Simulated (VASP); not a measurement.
VASP runs on BaZrS3 (space group Pnma) share one base input (PBE GGA, plane waves, VASP's PBE PAW potentials (set 64)) and change the settings named in each case.

### KPOINTS
```
K-points
0
Gamma
 3 2 3
0.5 0.5 0.5
```

**INCAR**
```
LREAL=Auto   # projection in real space or not
ISIF=2   # forces and stress, cell fixed
GGA=PE   # PBE
ALGO=Normal   # blocked Davidson
ISMEAR=-1   # Fermi-Dirac
PREC=Accurate
NELM=100
LMAXMIX=4
SYSTEM=BaZrS3
ENCUT=300   # plane-wave cut-off (eV)
LCHARG=.FALSE.
SIGMA=0.05   # width (eV)
LASPH=.TRUE.   # aspherical one-centre terms
EDIFF=1E-6   # SCF stop (eV)
LWAVE=.FALSE.
```

File POSCAR:
```
BaZrS3
1
    7.1730160000     0.0000000000     0.0000000000
    0.0000000000    10.0960460000     0.0000000000
    0.0000000000     0.0000000000     7.1017030000
Ba Zr S
4 4 12
Direct
  0.0430300000   0.2500000000   0.0087500000
  0.9569700000   0.7500000000   0.9912500000
  0.4569700000   0.7500000000   0.5087500000
  0.5430300000   0.2500000000   0.4912500000
  0.0000000000   0.0000000000   0.5000000000
  0.5000000000   0.0000000000   0.0000000000
  0.5000000000   0.5000000000   0.0000000000
  0.0000000000   0.5000000000   0.5000000000
  0.9941600000   0.2500000000   0.5609000000
  0.0058400000   0.7500000000   0.4391000000
  0.5058400000   0.7500000000   0.0609000000
  0.4941600000   0.2500000000   0.9391000000
  0.2132600000   0.9681800000   0.7866200000
  0.7867400000   0.0318200000   0.2133800000
  0.2867400000   0.0318200000   0.2866200000
  0.7132600000   0.9681800000   0.7133800000
  0.7132600000   0.5318200000   0.7133800000
  0.2867400000   0.4681800000   0.2866200000
  0.7867400000   0.4681800000   0.2133800000
  0.2132600000   0.5318200000   0.7866200000
```

POTCAR, in this order: Ba_sv Zr_sv S (PBE.64 set). Program: vasp_std.

```csv
change,E(σ→0) (eV/atom),pressure (GPa)
base run,-6.3935,-1.13
"GGA removed, POTCAR Ba_sv Zr_sv S (LDA.64 set)",-6.9868,-5.60
GGA = PS,-6.7335,-3.86
GGA = RP,-6.0606,0.85
GGA = RE,-6.1020,0.32
GGA = 91,-6.4291,-1.17
"LDAU = .TRUE., LDAUJ = 0 0 0, LDAUL = -1 2 -1, LDAUTYPE = 2, LDAUU = 0 1.0 0",-6.2757,-0.68
"LDAU = .TRUE., LDAUJ = 0 0 0, LDAUL = -1 2 -1, LDAUTYPE = 2, LDAUU = 0 2.0 0",-6.1616,-0.23
"LDAU = .TRUE., LDAUJ = 0 0 0, LDAUL = -1 2 -1, LDAUTYPE = 2, LDAUU = 0 3.0 0",-6.0512,0.22
"LDAU = .TRUE., LDAUJ = 0 0 0, LDAUL = -1 2 -1, LDAUTYPE = 2, LDAUU = 0 4.0 0",-5.9445,0.67
"LDAU = .TRUE., LDAUJ = 0 0 0, LDAUL = -1 2 -1, LDAUTYPE = 2, LDAUU = 0 5.0 0",-5.8415,1.13
"LDAU = .TRUE., LDAUJ = 0 0 0, LDAUL = -1 2 -1, LDAUTYPE = 2, LDAUU = 0 6.0 0",-5.7421,1.59
"LDAU = .TRUE., LDAUJ = 0 0 0, LDAUL = -1 2 -1, LDAUTYPE = 2, LDAUU = 0 7.0 0",-5.6463,2.05
```
 Energies of different potentials or functionals have different zeros.  Unless said otherwise, spin-orbit coupling is left out, though it shifts the bands of the heavy elements here. At 300 eV the pressure can carry a Pulay error.

Left out are runs that ran out of time, are held back, or changed the cell or the kind of run, fixed moments of cells without a moment, rows past the twelfth, gaps on odd meshes, pressures of charged cells and columns that move by less than the noise.

The structure comes from a computed database's BaZrS3 entry; how it stands against other phases isn't given here. The cell was not relaxed at this level, its lattice was scaled by up to 2.5 %.
